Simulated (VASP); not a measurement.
Output of a VASP run:

File OSZICAR:
```
       N       E                     dE             d eps       ncg     rms          rms(c)
DAV:   1     0.446537649974E+02    0.44654E+02   -0.88390E+03  2184   0.121E+03
DAV:   2    -0.108147666630E+01   -0.45735E+02   -0.44729E+02  2429   0.234E+02
DAV:   3    -0.283697096174E+01   -0.17555E+01   -0.16797E+01  2993   0.273E+01
DAV:   4    -0.287580439998E+01   -0.38833E-01   -0.38638E-01  2678   0.412E+00
DAV:   5    -0.287719223441E+01   -0.13878E-02   -0.13864E-02  3329   0.556E-01    0.204E+01
DAV:   6    -0.289819656941E+01   -0.21004E-01   -0.23685E-02  2549   0.127E+00    0.123E+01
DAV:   7    -0.291867971026E+01   -0.20483E-01   -0.47176E-02  2339   0.182E+00    0.235E-01
DAV:   8    -0.291906207019E+01   -0.38236E-03   -0.28112E-03  2893   0.363E-01    0.871E-02
DAV:   9    -0.291920220775E+01   -0.14014E-03   -0.31642E-04  3056   0.125E-01    0.414E-02
DAV:  10    -0.291919044810E+01    0.11760E-04   -0.56593E-05  2557   0.559E-02    0.520E-02
DAV:  11    -0.291919980947E+01   -0.93614E-05   -0.15005E-05  2579   0.288E-02    0.281E-03
DAV:  12    -0.291920016103E+01   -0.35156E-06   -0.39256E-07  3076   0.406E-03    0.327E-03
DAV:  13    -0.291919983903E+01    0.32200E-06   -0.68802E-08  1622   0.231E-03    0.275E-04
DAV:  14    -0.291919986341E+01   -0.24381E-07   -0.68178E-09  1497   0.743E-04
   1 F= -.29191999E+01 E0= -.29191999E+01  d E =0.000000E+00
```

### OUTCAR
```
------------------------ aborting loop because EDIFF is reached ----------------------------------------
  FORCE on cell =-STRESS in cart. coord.  units (eV):
  Direction    XX          YY          ZZ          XY          YZ          ZX
  --------------------------------------------------------------------------------------
  Total       -0.1369675     -0.1369675      0.0827462     -0.0000000      0.0000000      0.0000000
  in kB       -3.1796164     -3.1796160      1.9209014     -0.0000000      0.0000000      0.0000000
  external PRESSURE =      -1.4794437 kB  Pullay stress =       0.0000000 kB
  volume of cell :       69.02
      direct lattice vectors                 reciprocal lattice vectors
     1.852581031 -3.208764242  0.000000000     0.269893727 -0.155823227  0.000000000
     1.852581031  3.208764242  0.000000000     0.269893727  0.155823227  0.000000000
     0.000000000  0.000000000  5.805083826     0.000000000  0.000000000  0.172262801
 POSITION                                       TOTAL-FORCE (eV/Angst)
 -----------------------------------------------------------------------------------
      1.85258      1.06959      1.45127        -0.000000      0.000000      0.000000
      1.85258     -1.06959      4.35381         0.000000     -0.000000      0.000000
 -----------------------------------------------------------------------------------
    total drift:                               -0.000004      0.000120     -0.000012
  FREE ENERGIE OF THE ION-ELECTRON SYSTEM (eV)
  ---------------------------------------------------
  free  energy   TOTEN  =        -2.9191998634 eV

  energy  without entropy=       -2.9191998634  energy(sigma->0) =       -2.91919986

 total charge

# of ion       s       p       d       tot
------------------------------------------
    1        0.331   6.223   1.103   7.657
    2        0.331   6.223   1.103   7.657
--------------------------------------------------
tot          0.661  12.446   2.206  15.313
```
(Selected blocks of OUTCAR.)

### POSCAR
```
Gd
1
    1.8525810314    -3.2087642423     0.0000000000
    1.8525810314     3.2087642423     0.0000000000
    0.0000000000     0.0000000000     5.8050838258
Gd
2
Direct
  0.3333330000   0.6666670000   0.2500000000
  0.6666670000   0.3333330000   0.7500000000
```

Question: Reconstruct the remaining input files.

Answer: This is not unique; one that fits is the input of the run itself, vdW-DF2, plane waves, VASP's PBE PAW potentials (set 64).

**INCAR**
```
SYSTEM = Gd
PREC = Accurate
ENCUT = 520
EDIFF = 1E-7
NELM = 100
ALGO = Normal
LREAL = .FALSE.
LASPH = .TRUE.
ISMEAR = -5
GGA = ML
ZAB_VDW = -1.8867
LUSE_VDW = .TRUE.
AGGAC = 0.0
LMAXMIX = 6
LWAVE = .FALSE.
LCHARG = .TRUE.
LORBIT = 11
NEDOS = 601
ISIF = 2
```

**KPOINTS**
```
Automatic mesh
0
Gamma
13 13 7
0 0 0
```

POTCAR, in this order: Gd_3 (PBE.64 set). Program: vasp_std.

The 4f electrons are frozen in the core of the lanthanide potential, so 4f levels, which can set the real gap, and their magnetism are missing. For a metal the tetrahedron method with Blöchl corrections gives inexact stress and forces.

The compound is Gd in the hcp structure. It was relaxed first.
